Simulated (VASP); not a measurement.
A convergence study with VASP on CuZn (CsCl type): one setting is varied, all else stays as given below, so the limit is that of these other settings. Each run relaxes cell and ions from the cell shown. The basis is that of the starting cell, so low cut-offs carry a Pulay error.

```yaml
crystal:
  lattice:
    - [2.95000, 0.00000, 0.00000]
    - [0.00000, 2.95000, 0.00000]
    - [0.00000, 0.00000, 2.95000]
  atoms:
    - { symbol: Zn, position: [0.50000, 0.50000, 0.50000] }
    - { symbol: Cu, position: [0.00000, 0.00000, 0.00000] }
```

Calculation: PBE GGA, VASP's PBE PAW potentials (set 64) (plane waves; VASP 6.6.1). The tightest run used: 700 eV cut-off, 10×10×10 Γ-centred mesh, first-order Methfessel-Paxton smearing of 0.10 eV, potentials Zn Cu.

Problem. The settings run are ENCUT = 250; ENCUT = 300; ENCUT = 350; ENCUT = 400; ENCUT = 450; ENCUT = 500; ENCUT = 550; ENCUT = 600; ENCUT = 650; ENCUT = 700. From which on does the relaxed volume stay within 0.05 Å³/atom of the tightest run?

Solution. From ENCUT = 450 on: it is off by 0.049 there and by no more than 0.05 in any finer run, while ENCUT = 400 is off by 0.077.
```json
[
 {"setting": "ENCUT = 250", "relaxed volume (Å³/atom)": "11.860", "E (eV/atom)": "-2.5027", "plane waves": "251", "difference judged (Å³/atom)": "1.215"},
 {"setting": "ENCUT = 300", "relaxed volume (Å³/atom)": "12.899", "E (eV/atom)": "-2.5021", "plane waves": "320", "difference judged (Å³/atom)": "0.175"},
 {"setting": "ENCUT = 350", "relaxed volume (Å³/atom)": "13.051", "E (eV/atom)": "-2.5066", "plane waves": "402", "difference judged (Å³/atom)": "0.024"},
 {"setting": "ENCUT = 400", "relaxed volume (Å³/atom)": "12.998", "E (eV/atom)": "-2.5031", "plane waves": "480", "difference judged (Å³/atom)": "0.077"},
 {"setting": "ENCUT = 450", "relaxed volume (Å³/atom)": "13.025", "E (eV/atom)": "-2.5027", "plane waves": "587", "difference judged (Å³/atom)": "0.049"},
 {"setting": "ENCUT = 500", "relaxed volume (Å³/atom)": "13.067", "E (eV/atom)": "-2.5036", "plane waves": "672", "difference judged (Å³/atom)": "0.008"},
 {"setting": "ENCUT = 550", "relaxed volume (Å³/atom)": "13.081", "E (eV/atom)": "-2.5040", "plane waves": "772", "difference judged (Å³/atom)": "0.007"},
 {"setting": "ENCUT = 600", "relaxed volume (Å³/atom)": "13.077", "E (eV/atom)": "-2.5038", "plane waves": "877", "difference judged (Å³/atom)": "0.003"},
 {"setting": "ENCUT = 650", "relaxed volume (Å³/atom)": "13.073", "E (eV/atom)": "-2.5036", "plane waves": "992", "difference judged (Å³/atom)": "0.002"},
 {"setting": "ENCUT = 700", "relaxed volume (Å³/atom)": "13.074", "E (eV/atom)": "-2.5036", "plane waves": "1108", "difference judged (Å³/atom)": "0.000"}
]
```

Left out are rungs that failed or repeat a setting and relaxations that didn't move; long series are thinned to 24 rows.

The compound is CuZn in the CsCl type structure. The electron count is odd and the run is not spin-polarised, which forces a metal.
